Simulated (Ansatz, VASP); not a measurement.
**CdBr2: VASP beside Ansatz**

```
CELL_PARAMETERS angstrom
2.03425 1.17447 6.41003
-2.03425 1.17447 6.41003
0.00000 -2.34895 6.41003
ATOMIC_POSITIONS crystal
Cd 0.00000 0.00000 0.00000
Br 0.25000 0.25000 0.25000
Br 0.75000 0.75000 0.75000
```

Change from the starting cell: strain +0.030 along x and y, +0.030 along z, atoms carried along.

Alike in both runs: task single point; functional LDA; k mesh 9 × 9 × 9; occupations gaussian, width 0.05 eV; no spin polarisation.

|  | VASP | Ansatz |
| --- | --- | --- |
| version | VASP 6.6.1 | Ansatz 0.2.0 |
| potentials or method | VASP PAW LDA potentials, release 64 (Cd, Br) | scalar-relativistic, plane waves, PAW |
| plane-wave cutoff (eV) | 520 | 420 |
| valence electrons in the cell | 26 | 34 |

|  | VASP | Ansatz | Ansatz less VASP |
| --- | --- | --- | --- |
| gap on the k mesh at the Fermi level (eV) | 2.32 | 2.30 | -0.018 |
| least direct gap on the mesh (eV) | 2.48 | 2.46 | -0.013 |
| pressure (GPa) | -4.3 | -4.5 | -0.23 |
| largest component of the traceless stress (GPa) | 0.19 | 0.21 | +0.024 |
| rms of the force components (eV/Å) | 0.282 | 0.299 | +0.0170 |

Atom by atom the forces differ by 0.017 eV/Å (rms over components). The two sets of potentials don't hold the same shells in valence.

Caveats: an odd mesh through Γ misses points on the zone boundary, where band edges often lie; the cell's inner coordinates are idealised or old, which leaves forces on the atoms.
